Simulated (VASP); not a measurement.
Here is the system:

```yaml
crystal:
  lattice:
    - [0.00000, 2.16628, 2.16628]
    - [2.16628, 0.00000, 2.16628]
    - [2.16628, 2.16628, 0.00000]
  atoms:
    - { symbol: Ti, position: [0.97692, 0.02308, 0.02308] }
    - { symbol: C, position: [0.50000, 0.50000, 0.50000] }
```

Method: r2SCAN meta-GGA, VASP's PBE PAW potentials (set 64) (plane waves; VASP 6.6.1). Numerical set-up: 600 eV cut-off, 14×14×14 Γ-centred mesh, first-order Methfessel-Paxton smearing of 0.10 eV, potentials Ti_sv C.

Question: Give the force on each atom (eV/Å).

Answer: 
| atom | Fx | Fy | Fz |
|---|---|---|---|
| Ti1 | -0.882 | 0.000 | 0.000 |
| C2 | 0.882 | 0.000 | 0.000 |

Question: Give the stress tensor in GPa (positive for a compressed cell).

Answer: 
```
2.92  0.00  0.00
0.00  0.29  0.00
0.00  0.00  0.29
```
The pressure is its mean diagonal, 1.17 GPa.

The compound is TiC in the rock salt structure. This cell was strained or had an atom moved on purpose.
